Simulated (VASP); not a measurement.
Energy against volume of PdIn (CsCl type). Calculation: PBE GGA with D3 dispersion (zero damping), VASP's PBE PAW potentials (set 64) (plane waves; VASP). Numerical set-up: 520 eV cut-off, 11×11×11 Γ-centred mesh, first-order Methfessel-Paxton smearing of 0.10 eV, potentials In_d Pd.

```json
[
 {"V (Å³/atom)": "16.436", "E (eV/atom)": "-4.76679"},
 {"V (Å³/atom)": "16.961", "E (eV/atom)": "-4.78711"},
 {"V (Å³/atom)": "17.485", "E (eV/atom)": "-4.79279"},
 {"V (Å³/atom)": "18.010", "E (eV/atom)": "-4.78643"}
]
```

Task: Fit these four points and predict the energy of the run at 18.534 Å³/atom.

Result: A cubic in V^(−2/3), the third-order Birch-Murnaghan form, passes through the four points with V0 = 17.45 Å³/atom and B0 = 123 GPa, and gives -4.7702 eV/atom there. The run gave -4.7706 eV/atom, -0.4 meV/atom from the fit; all five points give B0 = 122 GPa.

The compound is PdIn in the CsCl type structure. It was relaxed first.
